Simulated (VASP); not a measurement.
Method: PBEsol GGA, VASP's PBE PAW potentials (set 64) (plane waves; VASP).

A VASP calculation is set up with these files.

**INCAR**
```
! general
SYSTEM  = WSe2 monolayer
PREC    = Normal
ENCUT   = 400   ! plane-wave cut-off (eV)
LREAL   = .FALSE.   ! projection in real space or not
LASPH   = .TRUE.

! electronic loop
EDIFF   = 1E-6
NELM    = 100   ! most electronic steps
NELMIN  = 4
ALGO    = Normal
LMAXMIX = 6

! smearing
ISMEAR  = 0   ! Gaussian
SIGMA   = 0.05   ! width (eV)

! functional
GGA     = PS

! output
LWAVE   = .FALSE.
LCHARG  = .FALSE.
LORBIT  = 11   ! lm-projected
LVHAR   = .TRUE.
```

File KPOINTS:
```
kpoints
0
Gamma
12 12 1
0 0 0
```

POSCAR:
```
WSe2 monolayer
1
    3.2715339094    -0.0000000000    -0.0000000000
   -1.6357669546     2.8332311772     0.0000000000
   -0.0000000000    -0.0000000000    19.7546775677
W Se
1 2
Direct
  0.6666670000   0.3333330000   0.5000000000
  0.3333330000   0.6666670000   0.5848006059
  0.3333330000   0.6666670000   0.4151993941
```

POTCAR, in this order: W_sv Se (PBE.64 set). Program: vasp_std. Read from the step before: WAVECAR.

The run wrote:

File OUTCAR:
```
 ion  position               nearest neighbor table
   1  0.667  0.333  0.500-   2 2.52   3 2.52   2 2.52   3 2.52   2 2.52   3 2.52
   2  0.333  0.667  0.585-   1 2.52   1 2.52   1 2.52
   3  0.333  0.667  0.415-   1 2.52   1 2.52   1 2.52
  LATTYP: Found a hexagonal cell.
 ALAT       =     3.2715339094
 C/A-ratio  =     6.0383532969
 Subroutine PRICEL returns:
 Original cell was already a primitive cell.
 Subroutine GETGRP returns: Found 12 space group operations
The static configuration has the point symmetry D_3h.
The dynamic configuration has the point symmetry D_3h.
 Subroutine INISYM returns: Found 12 space group operations
 Subroutine IBZKPT returns following result:
 Found     19 irreducible k-points:

 Following reciprocal coordinates:
            Coordinates               Weight
  0.000000  0.000000  0.000000      1.000000
  0.083333  0.000000  0.000000      6.000000
  0.166667  0.000000  0.000000      6.000000
  0.250000  0.000000  0.000000      6.000000
  0.333333  0.000000  0.000000      6.000000
  0.416667  0.000000  0.000000      6.000000
  0.500000  0.000000  0.000000      3.000000
  0.083333  0.083333  0.000000      6.000000
  0.166667  0.083333  0.000000     12.000000
  0.250000  0.083333  0.000000     12.000000
  0.333333  0.083333  0.000000     12.000000
  0.416667  0.083333  0.000000     12.000000
  0.166667  0.166667  0.000000      6.000000
  0.250000  0.166667  0.000000     12.000000
  0.333333  0.166667  0.000000     12.000000
  0.416667  0.166667  0.000000      6.000000
  0.250000  0.250000  0.000000      6.000000
  0.333333  0.250000  0.000000     12.000000
  0.333333  0.333333  0.000000      2.000000
   k-points           NKPTS =     19   k-points in BZ     NKDIM =     19   number of bands    NBANDS=     17
   number of dos      NEDOS =    301   number of ions     NIONS =      3
   total plane-waves  NPLWV =  25088
   dimension x,y,z NGX =    16 NGY =   16 NGZ =   98
   dimension x,y,z NGXF=    32 NGYF=   32 NGZF=  196
   ions per type =               1   2
   PREC   = normal    normal or accurate (medium, high low for compatibility)
   ISTART =      1    job   : 0-new  1-cont  2-samecut
   ICHARG =      0    charge: 1-file 2-atom 10-const
   ISPIN  =      1    spin polarized calculation?
   LNONCOLLINEAR =      F non collinear calculations
   LSORBIT =      F    spin-orbit coupling
   INIWAV =      1    electr: 0-lowe 1-rand  2-diag
   ENCUT  =  400.0 eV  29.40 Ry    5.42 a.u.   5.34  5.34 32.21*2*pi/ulx,y,z
   NELM   =    100;   NELMIN=  4; NELMDL=  0     # of ELM steps
   EDIFF  = 0.1E-05   stopping-criterion for ELM
   LREAL  =      F    real-space projection
   NLSPLINE    = F    spline interpolate recip. space projectors
   LMAXMIX     =    6 max onsite mixed and CHGCAR
   VOSKOWN=      0    Vosko Wilk Nusair interpolation
   EDIFFG = 0.1E-04   stopping-criterion for IOM
   NSW    =      0    number of steps for IOM
   NBLOCK =      1;   KBLOCK =      1    inner block; outer block
   IBRION =     -1    ionic relax: 0-MD 1-quasi-New 2-CG
   NFREE  =      0    steps in history (QN), initial steepest desc. (CG)
   ISIF   =      2    stress and relaxation
   ISYM   =      2    0-nonsym 1-usesym 2-fastsym
   TEIN   =    0.0    initial temperature
   TEBEG  =    0.0;   TEEND  =   0.0 temperature during run
   SMASS  =  -3.00    Nose mass-parameter (am)
   PSTRESS=    0.0 pullay stress
   NELECT =      26.0000    total number of electrons
   EFERMI =   0.00;   METHOD = LEGACY
   ISMEAR =     0;   SIGMA  =   0.05  broadening in eV -4-tet -1-fermi 0-gaus
   IALGO  =     38    algorithm
   LDIAG  =      T    sub-space diagonalisation (order eigenvalues)
   IMIX   =      4    mixing-type and parameters
     AMIX     =   0.40;   BMIX     =  1.00
...
```

OSZICAR:
```
       N       E                     dE             d eps       ncg     rms          rms(c)
DAV:   1    -0.232342315776E+02   -0.23234E+02   -0.21210E-04   639   0.173E-01    0.608E-04
DAV:   2    -0.232342315768E+02    0.74897E-09   -0.51660E-08   363   0.168E-03    0.216E-04
DAV:   3    -0.232342315740E+02    0.28322E-08   -0.80425E-09   325   0.773E-04    0.122E-04
DAV:   4    -0.232342315721E+02    0.18822E-08   -0.14977E-09   323   0.344E-04
   1 F= -.23234232E+02 E0= -.23234232E+02  d E =-.796046E-32
```

OUTCAR:
```
------------------------ aborting loop because EDIFF is reached ----------------------------------------
  FORCE on cell =-STRESS in cart. coord.  units (eV):
  Direction    XX          YY          ZZ          XY          YZ          ZX
  --------------------------------------------------------------------------------------
  Total        0.0203865      0.0203865     -0.0004353      0.0000000      0.0000000      0.0000000
  in kB        0.1783816      0.1783816     -0.0038087      0.0000000      0.0000000      0.0000000
  external PRESSURE =       0.1176515 kB  Pullay stress =       0.0000000 kB
  volume of cell :      183.11
      direct lattice vectors                 reciprocal lattice vectors
     3.271533909  0.000000000  0.000000000     0.305667014  0.176476951  0.000000000
    -1.635766955  2.833231177  0.000000000     0.000000000  0.352953902  0.000000000
     0.000000000  0.000000000 19.754677568     0.000000000  0.000000000  0.050620922
 POSITION                                       TOTAL-FORCE (eV/Angst)
 -----------------------------------------------------------------------------------
      1.63577      0.94441      9.87734        -0.000000     -0.000000      0.000000
     -0.00000      1.88882     11.55255         0.000000      0.000000      0.008805
     -0.00000      1.88882      8.20213         0.000000     -0.000000     -0.008805
 -----------------------------------------------------------------------------------
    total drift:                               -0.000778      0.000454      0.000000
  FREE ENERGIE OF THE ION-ELECTRON SYSTEM (eV)
  ---------------------------------------------------
  free  energy   TOTEN  =       -23.2342315721 eV

  energy  without entropy=      -23.2342315721  energy(sigma->0) =      -23.23423157

 total charge

# of ion       s       p       d       tot
------------------------------------------
    1        2.314   6.287   3.403  12.004
    2        1.475   2.353   0.071   3.899
    3        1.475   2.353   0.071   3.899
--------------------------------------------------
tot          5.264  10.993   3.545  19.802
```
(Selected blocks of OUTCAR.)

The cell is a sheet with vacuum, built from WSe2 (2H layered).
